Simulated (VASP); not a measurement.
Data:

```xyz
3
Lattice="0.0000 2.9471 2.9471 2.9471 0.0000 2.9471 2.9471 2.9471 0.0000" Properties=species:S:1:pos:R:3 pbc="T T T"
Al     1.4736     1.4736     1.4736
Al     4.4207     4.4207     4.4207
Pt     0.0000     0.0000     0.0500
```

The numbers are results of PBEsol GGA, VASP's PBE PAW potentials (set 64) (plane waves; VASP 6.6.1), not measurements. Numerical set-up: 480 eV cut-off, 8×8×8 Γ-centred mesh, first-order Methfessel-Paxton smearing of 0.10 eV, potentials Al Pt.

Task: Give the force on each atom (eV/Å).

Result: 
```csv
atom,Fx,Fy,Fz
Al1,0.000,0.000,0.220
Al2,0.000,0.000,0.220
Pt3,0.000,0.000,-0.441
```

Task: Give the stress tensor in GPa (positive for a compressed cell).

Result: 
```
0.26  0.00  0.00
0.00  0.26  0.00
0.00  0.00  0.14
```
The pressure is its mean diagonal, 0.22 GPa.

The compound is PtAl2 in the fluorite structure. This cell was strained or had an atom moved on purpose.
